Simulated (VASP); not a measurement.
Consider the following.

```xyz
2
Lattice="0.0000 2.7249 2.7249 2.7249 0.0000 2.7249 2.7249 2.7249 0.0000" Properties=species:S:1:pos:R:3 pbc="T T T"
Al     0.0000     0.0000     0.0000
P      1.3625     1.3625     1.3625
```

Computed with PBE GGA with D4 dispersion, VASP's PBE PAW potentials (set 64) (plane waves; VASP 6.6.1). Numerical set-up: 520 eV cut-off, Gaussian smearing of 0.050 eV, potentials Al P.

Task: What does the run give for the band gap (along the path) with the smallest direct gap where there is one?

Result: 
```
Item                                   Result
------------------------------------  -------
band gap (along the path)             1.57 eV
smallest direct gap (along the path)  3.35 eV
```

Total energies compare only between runs with the same potentials, cut-off and functional.

The compound is AlP in the zinc blende structure. It was relaxed first.
